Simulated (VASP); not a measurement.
Output of a VASP run:

### OSZICAR
```
       N       E                     dE             d eps       ncg     rms          rms(c)
DAV:   1     0.419678948216E+02    0.41968E+02   -0.75779E+03   720   0.120E+03
DAV:   2    -0.265530002231E+02   -0.68521E+02   -0.62831E+02  1012   0.192E+02
DAV:   3    -0.296600017060E+02   -0.31070E+01   -0.30922E+01   956   0.419E+01
DAV:   4    -0.296962728461E+02   -0.36271E-01   -0.36248E-01   888   0.528E+00
DAV:   5    -0.296968951293E+02   -0.62228E-03   -0.62218E-03   932   0.664E-01    0.124E+01
DAV:   6    -0.260363405173E+02    0.36606E+01   -0.10984E+01   876   0.211E+01    0.551E+00
DAV:   7    -0.259533957255E+02    0.82945E-01   -0.94285E-01   912   0.649E+00    0.247E+00
DAV:   8    -0.259401926739E+02    0.13203E-01   -0.49782E-02   812   0.168E+00    0.523E-01
DAV:   9    -0.259396087132E+02    0.58396E-03   -0.62310E-03   888   0.614E-01    0.131E-01
DAV:  10    -0.259398334701E+02   -0.22476E-03   -0.77761E-04   848   0.201E-01    0.505E-02
DAV:  11    -0.259398412160E+02   -0.77458E-05   -0.91288E-05   832   0.776E-02    0.191E-02
DAV:  12    -0.259398427401E+02   -0.15242E-05   -0.36134E-06   888   0.157E-02    0.499E-03
DAV:  13    -0.259398432043E+02   -0.46412E-06   -0.30054E-07   496   0.430E-03
   1 F= -.25939843E+02 E0= -.25939843E+02  d E =-.259398E+02
       N       E                     dE             d eps       ncg     rms          rms(c)
DAV:   1    -0.259444628470E+02   -0.46201E-02   -0.19745E-01   836   0.398E+00    0.529E-01
DAV:   2    -0.259406258270E+02    0.38370E-02   -0.74798E-03   848   0.674E-01    0.259E-01
DAV:   3    -0.259397154305E+02    0.91040E-03   -0.20292E-03   876   0.304E-01    0.564E-02
DAV:   4    -0.259396013157E+02    0.11411E-03   -0.26654E-04   864   0.107E-01    0.218E-02
DAV:   5    -0.259395870235E+02    0.14292E-04   -0.27769E-05   856   0.368E-02    0.192E-02
DAV:   6    -0.259395841832E+02    0.28403E-05   -0.14549E-06   560   0.111E-02    0.605E-03
DAV:   7    -0.259395843259E+02   -0.14274E-06   -0.87750E-07   456   0.649E-03
   2 F= -.25939584E+02 E0= -.25939584E+02  d E =0.258878E-03
       N       E                     dE             d eps       ncg     rms          rms(c)
DAV:   1    -0.259440246807E+02   -0.44405E-02   -0.52322E-02   836   0.206E+00    0.274E-01
DAV:   2    -0.259430157254E+02    0.10090E-02   -0.20464E-03   844   0.350E-01    0.134E-01
DAV:   3    -0.259427917589E+02    0.22397E-03   -0.51788E-04   868   0.155E-01    0.290E-02
DAV:   4    -0.259427671912E+02    0.24568E-04   -0.63425E-05   864   0.527E-02    0.111E-02
DAV:   5    -0.259427659973E+02    0.11939E-05   -0.58967E-06   808   0.172E-02    0.999E-03
DAV:   6    -0.259427669595E+02   -0.96217E-06   -0.35051E-07   424   0.545E-03
   3 F= -.25942767E+02 E0= -.25942767E+02  d E =-.292376E-02
```

### OUTCAR
```
------------------------ aborting loop because EDIFF is reached ----------------------------------------
  FORCE on cell =-STRESS in cart. coord.  units (eV):
  Direction    XX          YY          ZZ          XY          YZ          ZX
  --------------------------------------------------------------------------------------
  Total       -0.0060146     -0.0060146      0.0178463      0.0000000      0.0000000      0.0000000
  in kB       -0.2302675     -0.2302674      0.6832453      0.0000000      0.0000000      0.0000000
  external PRESSURE =       0.0742368 kB  Pullay stress =       0.0000000 kB
  volume of cell :       41.85
      direct lattice vectors                 reciprocal lattice vectors
     1.543712321 -2.673787927 -0.000000000     0.323894545 -0.187000620 -0.000000000
     1.543712321  2.673787927  0.000000000     0.323894545  0.187000620  0.000000000
     0.000000000 -0.000000000  5.069420611     0.000000000 -0.000000000  0.197261201
  FREE ENERGIE OF THE ION-ELECTRON SYSTEM (eV)
  ---------------------------------------------------
  free  energy   TOTEN  =       -25.9427669595 eV

  energy  without entropy=      -25.9427669595  energy(sigma->0) =      -25.94276696

 reached required accuracy - stopping structural energy minimisation
```
(Selected blocks of OUTCAR.)

File POSCAR:
```
SiC
1
    1.5385284524    -2.6648092054     0.0000000000
    1.5385284524     2.6648092054     0.0000000000
    0.0000000000     0.0000000000     5.0519806082
Si C
2 2
Direct
  0.6666670000   0.3333330000   0.4996384767
  0.3333330000   0.6666670000   0.9996384767
  0.6666670000   0.3333330000   0.8753615233
  0.3333330000   0.6666670000   0.3753615233
```

Problem. Write an INCAR and KPOINTS that could have produced this output.

Solution. This is not unique; one that fits is the input of the run itself, optB86b-vdW, plane waves, VASP's PBE PAW potentials (set 64).

### KPOINTS
```
kpoints
0
G
  8 8 4
```

### INCAR
```
SYSTEM  =  SiC
PREC  =  Accurate; ENCUT  =  520; LREAL  =  .FALSE.
LASPH  =  .TRUE.
EDIFF  =  1E-6; NELM  =  100; ALGO  =  Normal
ISMEAR  =  0; SIGMA  =  0.05
GGA  =  MK; LUSE_VDW  =  .TRUE.; AGGAC  =  0.0
PARAM1  =  0.1234; PARAM2  =  1.0
IBRION  =  2; NSW  =  60; ISIF  =  3
EDIFFG  =  -0.02
LWAVE  =  .FALSE.; LCHARG  =  .FALSE.
```

POTCAR, in this order: Si C (PBE.64 set). Program: vasp_std.

The compound is SiC in the wurtzite structure, the rare 2H polytype. This run relaxes it. Symmetry was kept, so distortions that lower it aren't found. The start is the result of an earlier pass.
